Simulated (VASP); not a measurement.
All values below come from PBEsol GGA, VASP's PBE PAW potentials (set 64) (plane waves; VASP).

The input files of a VASP run:

File KPOINTS:
```
Automatic mesh
0
gamma
4 4 1
```

### INCAR
```
LCHARG = .False.
NELM = 100
LWAVE = .False.
EDIFF = 1E-6
LDIPOL = .True.
NELMIN = 4
LMAXMIX = 4   # l cut-off of mixed one-centre charges
GGA = PS   # PBEsol
SYSTEM = KI(100) slab
ENCUT = 400   # plane-wave cut-off (eV)
LVHAR = .True.
ISMEAR = 0   # Gaussian
LREAL = .False.   # projection in real space or not
PREC = Normal
LORBIT = 11   # lm-projected
ALGO = Normal   # blocked Davidson
SIGMA = 0.05
LASPH = .True.   # aspherical one-centre terms
IDIPOL = 3
DIPOL = 0.5 0.5 0.5
```

POSCAR:
```
KI(100) slab
1
    4.9635047836     0.0000000000     0.0000000000
    0.0000000000     4.9635047836     0.0000000000
    0.0000000000     0.0000000000    28.9316745616
K I
4 4
Direct
  0.0000000000   0.5000000000   0.3193222399
  0.5000000000   0.0000000000   0.4391568966
  0.0000000000   0.5000000000   0.5608431034
  0.5000000000   0.0000000000   0.6806777601
  0.0000000000   0.5000000000   0.4390576982
  0.5000000000   0.0000000000   0.3172030158
  0.0000000000   0.5000000000   0.6827969842
  0.5000000000   1.0000000000   0.5609423018
```

POTCAR, in this order: K_sv I (PBE.64 set). Program: vasp_std. Read from the step before: WAVECAR.

Unless said otherwise, spin-orbit coupling is left out, though it shifts the bands of the heavy elements here.

Question: Predict the energy per atom (σ→0), band gap (on the k-mesh).

Answer: 
```json
{
  "energy per atom (σ→0)": "-2.871 eV/atom",
  "band gap (on the k-mesh)": "3.95 eV"
}
```

OSZICAR:
```
       N       E                     dE             d eps       ncg     rms          rms(c)
DAV:   1    -0.229674211696E+02   -0.22967E+02   -0.13714E-05   404   0.102E-02    0.281E-03
DAV:   2    -0.229674212003E+02   -0.30758E-07   -0.11517E-06   378   0.409E-03    0.158E-03
DAV:   3    -0.229674211697E+02    0.30602E-07   -0.14516E-07   324   0.160E-03    0.124E-03
DAV:   4    -0.229674211435E+02    0.26234E-07   -0.15709E-07   336   0.168E-03
   1 F= -.22967421E+02 E0= -.22967421E+02  d E =-.207487E-19
```

The cell is a thin slab with vacuum, built from KI (rock salt): (100) face.
